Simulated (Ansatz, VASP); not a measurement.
Ti2AlN3 in VASP and in Ansatz

The input INCAR:

```
  ALGO = Normal
  EDIFF = 1E-6
  ENCUT = 520
  GGA = PE
  ISIF = 2
  ISMEAR = 0
  LASPH = True
  LCHARG = False
  LREAL = False
  LWAVE = False
  NBANDS = 30
  NELM = 60
  PREC = Accurate
  SIGMA = 0.1
```

The input KPOINTS:

```
k-points
0
Gamma
  12 12 6
```

POSCAR

```
Ti2AlN3
1.0
    2.9606062680      0.0000000000      0.0000000000
   -1.4803031340      2.5639602387      0.0000000000
    0.0000000000      0.0000000000      7.3130621213
Ti Al N
2 1 3
Direct
    0.3333333333      0.6666666667      0.6612715631
    0.6666666667      0.3333333333      0.3387284369
    0.0000000000      0.0000000000      0.0000000000
    0.0000000000      0.0000000000      0.5000000000
    0.3333333333      0.6666666667      0.1556646308
    0.6666666667      0.3333333333      0.8443353692
```

Input for Ansatz:

```yaml
crystal:
  lattice:
    - [2.960606268, 0.0, 0.0]
    - [-1.480303134, 2.5639602387, 0.0]
    - [0.0, 0.0, 7.3130621213]
  atoms:
    - { symbol: Ti, position: [0.3333333333, 0.6666666667, 0.6612715631] }
    - { symbol: Ti, position: [0.6666666667, 0.3333333333, 0.3387284369] }
    - { symbol: Al, position: [0.0, 0.0, 0.0] }
    - { symbol: "N", position: [0.0, 0.0, 0.5] }
    - { symbol: "N", position: [0.3333333333, 0.6666666667, 0.1556646308] }
    - { symbol: "N", position: [0.6666666667, 0.3333333333, 0.8443353692] }
basis:
  ecutwfc: 420
kpoints:
  mp_grid: { grid: [12, 12, 6] }
  band_path:
    path:
      - [[0.0, 0.0, 0.0], [0.5, 0.0, 0.0], [0.33333333, 0.33333333, 0.0], [0.0, 0.0, 0.0], [0.0, 0.0, 0.5], [0.5, 0.0, 0.5], [0.33333333, 0.33333333, 0.5], [0.0, 0.0, 0.5]]
      - [[0.5, 0.0, 0.5], [0.5, 0.0, 0.0]]
      - [[0.33333333, 0.33333333, 0.5], [0.33333333, 0.33333333, 0.0]]
    npoints: 14
hamiltonian:
  xc: pbe
scf:
  occupations: { method: gaussian, width: 0.1 }
  n_extra_bands: 15
output:
  forces: true
  stress: true
  eigenvalues: true
  populations: true
  dos: { projected: true, de: 0.02, nscf_kmesh: { grid: [15, 15, 8] } }
  bader: true
  write_density: true
  write_potential: true
  elf: true
  volumetric_format: npy
```

The cell was built by a generator and needn't be a form met in nature.

Alike in both runs: task single point; functional PBE; k mesh 12 × 12 × 6; occupations gaussian, width 0.1 eV; no spin polarisation.

|  | VASP | Ansatz |
| --- | --- | --- |
| version | VASP 6.6.1 | Ansatz 0.2.0 |
| potentials or method | VASP PAW PBE potentials, release 64 (Ti_sv, Al, N) | scalar-relativistic, plane waves, PAW |
| plane-wave cutoff (eV) | 520 | 420 |
| valence electrons in the cell | 42 | 42 |

|  | VASP | Ansatz | Ansatz less VASP |
| --- | --- | --- | --- |
| gap on the k mesh at the Fermi level (eV) | none | none | - |
| pressure (GPa) | 0.2 | 0.0 | -0.22 |
| rms of the force components (eV/Å) | 0.011 | 0.000 | -0.0106 |

Atom by atom the forces differ by 0.011 eV/Å (rms over components). A gap of «none» marks a metal or a gap that the smearing closes.
